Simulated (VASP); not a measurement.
All values below come from PBE GGA, VASP's PBE PAW potentials (set 64) (plane waves; VASP).

VASP ran on this input.

### POSCAR
```
W
1
   -1.5321649332     1.5321649332     1.5321649332
    1.5321649332    -1.5321649332     1.5321649332
    1.5321649332     1.5321649332    -1.5321649332
W
1
Direct
  0.0000000000   0.0000000000   0.0000000000
```

INCAR:
```
SYSTEM = W
PREC = Accurate
ENCUT = 500
EDIFF = 1E-6
NELM = 100
ALGO = Normal
LREAL = .FALSE.
LASPH = .TRUE.
ISMEAR = 1
SIGMA = 0.1
GGA = PE
LMAXMIX = 6
LWAVE = .FALSE.
LCHARG = .FALSE.
IBRION = 2
ISIF = 3
NSW = 40
EDIFFG = -0.02
PSTRESS = 450
```

**KPOINTS**
```
K-points
0
G
  17 17 17
```

POTCAR, in this order: W_sv (PBE.64 set). Program: vasp_std.

Problem. What will the output report for the number of irreducible k-points (NKPTS), largest plane-wave count, number of space-group operations, FFT grid (NGX, NGY, NGZ)?

Solution. 
```yaml
number of irreducible k-points (NKPTS): 165
largest_plane_wave_count: 375
number_of_space_group_operations: 48
FFT grid (NGX, NGY, NGZ): 20 × 20 × 20
```

The compound is W in the bcc structure. This run relaxes it under an external pressure of 45 GPa. Symmetry was kept, so distortions that lower it aren't found.
